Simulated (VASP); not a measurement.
Input:

```
Ti
1.0
    1.47500    -2.55477     0.00000
    1.47500     2.55477     0.00000
    0.00000     0.00000     4.68000
Ti
2
Direct
  0.33333   0.66667   0.25000
  0.66667   0.33333   0.75000
```

All values below come from r2SCAN meta-GGA, VASP's PBE PAW potentials (set 64) (plane waves; VASP). Settings: 520 eV cut-off, 13×13×7 Γ-centred mesh, first-order Methfessel-Paxton smearing of 0.10 eV, potentials Ti_sv.

Problem. The ions, cell shape and volume are relaxed. Give the cell that the relaxation ends in.

Solution. 
```
Ti
1.0
    1.47022    -2.54650     0.00000
    1.47022     2.54650     0.00000
    0.00000     0.00000     4.63949
Ti
2
Direct
  0.33333   0.66667   0.25000
  0.66667   0.33333   0.75000
```
Space group P6_3/mmc (194), at a tolerance of 0.03 Å.

Problem. How do energy and volume change from the first to the last step?

Solution. The energy (σ→0) changes by -1.7 meV/atom and the volume by -1.5 %, in 6 ionic steps.

The compound is Ti in the hcp structure. This run relaxes it. Symmetry was kept, so distortions that lower it aren't found.
